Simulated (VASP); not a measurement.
# HfRh3: Rh into a neighbouring Rh vacancy, part 3 of 4

How hard is this move in HfRh3: Rh into a neighbouring Rh vacancy? Both ends are relaxed first, then a band of images between them. The start is a cell from a database of measured crystal structures.

VASP 6.6.1; PBEsol; plane waves and PAW (Hf, Rh).

So far. Step 2 (Relax the host): The run ended after 3 ionic steps, 0.027 eV below its first step, once forces and stress met EDIFFG = -0.02. Step 3 (Relax the start): The run ended after 14 ionic steps, 0.134 eV below its first step, once the forces on the free atoms met EDIFFG = -0.05.

### Step 4. Relax the end

The end state is relaxed in the same way, so that both ends share their errors.

INCAR

```
SYSTEM = Hf4Rh11
PREC = Normal
ENCUT = 280
EDIFF = 1E-05
NELM = 120
ISMEAR = 1
SIGMA = 0.15
LREAL = Auto
ALGO = Fast
GGA = PS
NBANDS = 72
LORBIT = 11
LWAVE = .FALSE.
LCHARG = .FALSE.
KPAR = 3
IBRION = 2
NSW = 60
ISIF = 2
EDIFFG = -0.05
POTIM = 0.4
MAXMIX = 40
ISYM = 0
```

POSCAR

```
Hf4Rh11
1.0
   -3.8800429746      3.8800429746      3.8800429746
    3.8800429746     -3.8800429746      3.8800429746
    3.8800429746      3.8800429746     -3.8800429746
Hf Rh
4 11
Direct
   -0.0012131449     -0.0010587734      0.0003378036
    0.5031237161      0.5023571810      0.0038270582
    0.5005933240     -0.0034011743      0.4997768634
   -0.0004054600      0.5046227009      0.4995035447
    0.7459726004      0.7491392803      0.4967299013
    0.7481716780      0.2476080527      0.0008425000
    0.2493114378      0.7459430278     -0.0023396352
    0.2477080980      0.2463575616      0.5025644694
    0.7523894584     -0.0001111811      0.2538119039
    0.7525919567      0.4985635003      0.7498490461
    0.2452912017     -0.0015101255      0.7514192301
    0.5008492062      0.2517147054      0.2485674413
   -0.0072834562      0.7474187651      0.2462958751
    0.0001018588      0.2506276881      0.7540297339
    0.5023555870      0.7512045112      0.7511456697
```

KPOINTS

```
Automatic mesh
0
Gamma
3 3 3
0 0 0
```

PAW data sets: Hf and Rh (PBE family, release 64).

Command:

```console
> mpirun -np 3 vasp_std
```

What it wrote:

```text
[... set-up lines as in an earlier step ...]
 entering main loop
       N       E                     dE             d eps       ncg     rms          rms(c)
DAV:   1     0.399923929219E+03    0.39992E+03   -0.36226E+04  2016   0.896E+02
DAV:   2    -0.118528658795E+03   -0.51845E+03   -0.48774E+03  2128   0.241E+02
DAV:   3    -0.148026976576E+03   -0.29498E+02   -0.28167E+02  2592   0.503E+01
DAV:   4    -0.148794906654E+03   -0.76793E+00   -0.76258E+00  2496   0.848E+00
DAV:   5    -0.148818406852E+03   -0.23500E-01   -0.23483E-01  2624   0.144E+00    0.426E+01
RMM:   6    -0.143180178423E+03    0.56382E+01   -0.19231E+01  2016   0.178E+01    0.164E+01
RMM:   7    -0.141721056566E+03    0.14591E+01   -0.45131E+00  2019   0.660E+00    0.103E+01
RMM:   8    -0.141561985640E+03    0.15907E+00   -0.35030E+00  2025   0.656E+00    0.469E+00
RMM:   9    -0.141220819141E+03    0.34117E+00   -0.88169E-01  2022   0.315E+00    0.100E+00
RMM:  10    -0.141224114243E+03   -0.32951E-02   -0.20894E-01  2138   0.114E+00    0.934E-01
RMM:  11    -0.141217811864E+03    0.63024E-02   -0.45165E-02  2056   0.631E-01    0.609E-01
RMM:  12    -0.141215580760E+03    0.22311E-02   -0.18240E-02  2093   0.397E-01    0.322E-01
RMM:  13    -0.141215079715E+03    0.50104E-03   -0.71513E-03  2166   0.227E-01    0.172E-01
RMM:  14    -0.141215083465E+03   -0.37495E-05   -0.22995E-03  2313   0.114E-01    0.610E-02
RMM:  15    -0.141215103673E+03   -0.20208E-04   -0.47087E-04  2256   0.554E-02    0.488E-02
RMM:  16    -0.141215102492E+03    0.11807E-05   -0.11022E-04  2085   0.269E-02    0.229E-02
RMM:  17    -0.141215101550E+03    0.94248E-06   -0.31616E-05  1370   0.163E-02
   1 F= -.14121510E+03 E0= -.14120736E+03  d E =-.141215E+03
 curvature:   0.00 expect dE= 0.000E+00 dE for cont linesearch  0.000E+00
 trial: gam= 0.00000 g(F)=  0.123E+00 g(S)=  0.000E+00 ort = 0.000E+00 (trialstep = 0.100E+01)
 search vector abs. value=  0.123E+00
 bond charge predicted
       N       E                     dE             d eps       ncg     rms          rms(c)
DAV:   1    -0.141298011330E+03   -0.82909E-01   -0.19747E+01  2032   0.135E+01    0.713E-01
RMM:   2    -0.141306951998E+03   -0.89407E-02   -0.12759E-01  2018   0.151E+00    0.552E-01
RMM:   3    -0.141306337444E+03    0.61455E-03   -0.27119E-02  2154   0.546E-01    0.361E-01
RMM:   4    -0.141305458679E+03    0.87876E-03   -0.94291E-03  2226   0.264E-01    0.180E-01
RMM:   5    -0.141305521975E+03   -0.63296E-04   -0.28109E-03  2110   0.159E-01    0.116E-01
RMM:   6    -0.141305366475E+03    0.15550E-03   -0.95584E-04  2097   0.975E-02    0.229E-02
RMM:   7    -0.141305395092E+03   -0.28617E-04   -0.41947E-04  2595   0.407E-02    0.174E-02
RMM:   8    -0.141305394712E+03    0.38037E-06   -0.38290E-05  1483   0.161E-02
   2 F= -.14130539E+03 E0= -.14129712E+03  d E =-.902932E-01
[... from here on, the cycles between the ionic steps are left out ...]
   3 F= -.14132808E+03 E0= -.14131925E+03  d E =-.112977E+00
   4 F= -.14132823E+03 E0= -.14131936E+03  d E =-.113133E+00
   5 F= -.14133732E+03 E0= -.14132809E+03  d E =-.909035E-02
   6 F= -.14134441E+03 E0= -.14133459E+03  d E =-.161771E-01
   7 F= -.14134474E+03 E0= -.14133478E+03  d E =-.165078E-01
   8 F= -.14134983E+03 E0= -.14133882E+03  d E =-.508938E-02
   9 F= -.14135159E+03 E0= -.14133959E+03  d E =-.685083E-02
 curvature:  -2.32 expect dE=-0.407E-02 dE for cont linesearch -0.182E-04
 trial: gam= 0.43005 g(F)=  0.175E-02 g(S)=  0.000E+00 ort = 0.220E-03 (trialstep = 0.193E+01)
 search vector abs. value=  0.309E-02
 bond charge predicted
       N       E                     dE             d eps       ncg     rms          rms(c)
DAV:   1    -0.141353506080E+03   -0.19107E-02   -0.15027E+00  2016   0.374E+00    0.143E-01
RMM:   2    -0.141354507604E+03   -0.10015E-02   -0.89024E-03  2016   0.405E-01    0.180E-01
RMM:   3    -0.141353970317E+03    0.53729E-03   -0.24553E-03  2173   0.145E-01    0.543E-02
RMM:   4    -0.141354022562E+03   -0.52245E-04   -0.64865E-04  2381   0.628E-02    0.546E-02
RMM:   5    -0.141353982348E+03    0.40214E-04   -0.16232E-04  2072   0.355E-02    0.172E-02
RMM:   6    -0.141353999778E+03   -0.17429E-04   -0.48747E-05  1681   0.200E-02    0.309E-02
RMM:   7    -0.141353992625E+03    0.71521E-05   -0.18284E-05  1182   0.116E-02
  10 F= -.14135399E+03 E0= -.14134092E+03  d E =-.239975E-02
 trial-energy change:   -0.002400  1 .order   -0.002422   -0.003564   -0.001281
 step:   3.0151(harm=  3.0151)  dis= 0.01140  next Energy=  -141.354374 (dE=-0.278E-02)
 reached required accuracy - stopping structural energy minimisation
```

Elapsed: 3.1 min, on 3 MPI ranks of AMD EPYC 7R43, shared host; peak memory 0.54 GiB; 9.2 min of CPU time.

Parts of OUTCAR (step 4):

```text
 Found     14 irreducible k-points:

   NELECT =     115.0000    total number of electrons

 E-fermi :   9.1353

 k-point     1 :       0.0000    0.0000    0.0000
  band No.  band energies     occupation
    ...
     54       8.1884      2.00000
     55       8.2222      2.00000
     56       8.5016      2.00000
     57       8.6357      2.00003
     58       8.7494      2.00166
     59       9.4958     -0.00353
     60       9.6699     -0.00001
     61       9.6708     -0.00001
     62      10.3344     -0.00000
     63      11.3084     -0.00000
    ...

 k-point     2 :       0.3333    0.0000    0.0000
  band No.  band energies     occupation
    ...
     55       8.6954      2.00027
     56       8.7895      2.00528
     57       9.0107      1.99506
     58       9.0796      1.58355
     59       9.0931      1.45651
     60       9.2274      0.14760
     61       9.3691     -0.04997
     62       9.7951     -0.00000
     63      10.6615     -0.00000
     64      11.1361     -0.00000
    ...

  Total       -6.0064196     -4.5292423     -5.9891182      0.0057340      0.0033698     -0.0044075
  in kB      -41.1866671    -31.0575032    -41.0680298      0.0393184      0.0231069     -0.0302227
  external PRESSURE =     -37.7707334 kB  Pullay stress =       0.0000000 kB

 POSITION                                       TOTAL-FORCE (eV/Angst)
 -----------------------------------------------------------------------------------
      0.04865      0.00028      0.04186         0.019181      0.013073      0.009646
      0.05139      0.00207      3.82237         0.014579     -0.005182     -0.009500
      3.83221      0.00377      3.82598        -0.018278     -0.012785     -0.030237
      3.83292      0.00407      0.03805        -0.008569     -0.012880      0.032579
      1.94128      1.96417      3.84867         0.002833     -0.000883     -0.017508
      1.94200      5.80236      0.01584         0.005347     -0.016394      0.003814
      5.82236      1.91897     -0.03213         0.005924      0.003080     -0.006335
      1.94110      1.95945      0.01823         0.001060      0.032420     -0.004895
      1.93916      0.00011      5.81480         0.027097      0.011476      0.018152
      1.94171      3.88195      1.93357         0.004845     -0.018832      0.015956
      5.82237      0.00003      1.93567        -0.028854      0.010006      0.024185
      0.02839      1.96358      1.93386        -0.004236     -0.002353     -0.017117
     -0.02310      1.92440      5.81280        -0.007380     -0.034649     -0.005822
      0.02643      5.79894      1.93234         0.005467      0.013463     -0.005536
      3.85788      1.96114      1.93242        -0.019017      0.020442     -0.007382
 -----------------------------------------------------------------------------------
    total drift:                               -0.007739     -0.020999      0.155098

  FREE ENERGIE OF THE ION-ELECTRON SYSTEM (eV)
  ---------------------------------------------------
  free  energy   TOTEN  =      -141.3539926254 eV

  energy  without entropy=     -141.3147636367  energy(sigma->0) =     -141.34091630

 total charge
# of ion       s       p       d       tot
------------------------------------------
    1        0.614   0.611   2.162   3.388
    2        0.614   0.610   2.159   3.383
    3        0.614   0.611   2.161   3.386
    4        0.615   0.612   2.164   3.391
    5        0.517   0.510   7.488   8.515
    6        0.517   0.510   7.487   8.514
    7        0.517   0.509   7.487   8.514
    8        0.517   0.509   7.488   8.514
    9        0.503   0.550   7.465   8.519
   10        0.520   0.574   7.443   8.537
   11        0.503   0.550   7.464   8.517
   12        0.517   0.510   7.488   8.515
   13        0.516   0.508   7.486   8.511
   14        0.518   0.510   7.489   8.517
   15        0.517   0.509   7.488   8.514
--------------------------------------------------
tot          8.120   8.194  90.920 107.233

[... 6 parts as in an earlier step ...]

[... 6 further parts left out ...]
```

Relaxation path:

| step | energy less that of the first step (eV) | largest force (eV/Å) |
| --- | --- | --- |
| 1 | 0.0000 | 0.6638 |
| 2 | -0.0903 | 0.3253 |
| 3 | -0.1130 | 0.2081 |
| 4 | -0.1131 | 0.2104 |
| 5 | -0.1222 | 0.1673 |
| 6 | -0.1293 | 0.1075 |
| 7 | -0.1296 | 0.1370 |
| 8 | -0.1347 | 0.0870 |
| 9 | -0.1365 | 0.0943 |
| 10 | -0.1389 | 0.0390 |

The atoms that moved most (Å):

| atom | dx | dy | dz | length |
| --- | --- | --- | --- | --- |
| Hf2 | 0.040 | -0.016 | -0.064 | 0.077 |
| Hf4 | -0.065 | 0.026 | 0.020 | 0.072 |
| Hf1 | 0.047 | 0.000 | 0.052 | 0.070 |
| Hf3 | -0.031 | -0.011 | -0.044 | 0.055 |
| Rh5 | 0.002 | 0.049 | -0.025 | 0.055 |
| Rh8 | -0.004 | 0.004 | 0.051 | 0.052 |
| Rh12 | 0.031 | 0.032 | -0.022 | 0.050 |
| Rh6 | 0.001 | -0.023 | 0.035 | 0.042 |

The relaxed structure:

```xyz
15
Lattice="-3.8800 3.8800 3.8800 3.8800 -3.8800 3.8800 3.8800 3.8800 -3.8800" Properties=species:S:1:pos:R:3 pbc="T T T"
Hf    0.0486    0.0003    0.0419
Hf    0.0514    0.0021    3.8224
Hf   -0.0478    3.8838   -0.0541
Hf    3.8329    0.0041    0.0381
Rh    1.9413    1.9642    3.8487
Rh   -1.9380    1.9223    3.8959
Rh    1.9423   -1.9611    3.8479
Rh    1.9411    1.9595    0.0182
Rh   -1.9409    3.8802    1.9348
Rh    1.9417    3.8819    1.9336
Rh    1.9423    3.8801   -1.9444
Rh    0.0284    1.9636    1.9339
Rh    3.8569   -1.9556    1.9328
Rh    3.9065    1.9189   -1.9477
Rh    3.8579    1.9611    1.9324
```

This step gave:

| Quantity | Value |
| --- | --- |
| electronic cycles | 72 |
| free energy (TOTEN) | -141.3540 eV |
| energy at zero smearing | -141.3409 eV |
| Fermi energy | 9.135 eV |

The run ended after 10 ionic steps, 0.139 eV below its first step, once the forces on the free atoms met EDIFFG = -0.05.

(Part 3 of 4 ends here.)

[Lines on the potential files, build, host, timing and source positions are cut from VASP's logs without a mark.]

[Logs are printed without paths, hosts, clocks, repeated set-up lines and the standing remarks that a program may print on its own settings, such as how far it seeks lower states.]

[Hosts, paths, dates, database ids (printed as entryN), source tags and the programs' standing remarks are cut or masked in the printed files.]

[Runs that stopped without an error message from VASP are left out.]
